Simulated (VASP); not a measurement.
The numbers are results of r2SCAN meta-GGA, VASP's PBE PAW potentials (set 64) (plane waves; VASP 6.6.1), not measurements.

The input files of a VASP run:

POSCAR:
```
Na
1
   -2.0839576907     2.0839576907     2.0839576907
    2.0839576907    -2.0839576907     2.0839576907
    2.0839576907     2.0839576907    -2.0839576907
Na
1
Direct
  0.0000000000   0.0000000000   0.0000000000
```

**INCAR**
```
PSTRESS  =  150   ! kbar
METAGGA  =  R2SCAN
EDIFF  =  1E-7
ALGO  =  Normal   ! blocked Davidson
LASPH  =  T   ! aspherical one-centre terms
LCHARG  =  F
SYSTEM  =  Na
IBRION  =  2   ! conjugate gradients
LREAL  =  F
LMIXTAU  =  T
NELM  =  100   ! most electronic steps
ISMEAR  =  1
EDIFFG  =  -0.01
ISIF  =  3   ! ions, shape and volume
SIGMA  =  0.1   ! width (eV)
LWAVE  =  F
ENCUT  =  480
PREC  =  Accurate
NSW  =  40   ! most ionic steps
```

KPOINTS:
```
Automatic mesh
0
Gamma
12 12 12
0 0 0
```

POTCAR, in this order: Na_pv (PBE.64 set). Program: vasp_std.

**Question.** What will the output report for the number of irreducible k-points (NKPTS), number of bands (NBANDS), largest plane-wave count, number of space-group operations, FFT grid (NGX, NGY, NGZ)?

**Answer.** 
* **number of irreducible k-points (NKPTS)**: 72
* **number of bands (NBANDS)**: 7
* **largest plane-wave count**: 893
* **number of space-group operations**: 48
* **FFT grid (NGX, NGY, NGZ)**: 28 × 28 × 28

The compound is Na in the bcc structure. This run relaxes it under an external pressure of 15 GPa. Symmetry was kept, so distortions that lower it aren't found.
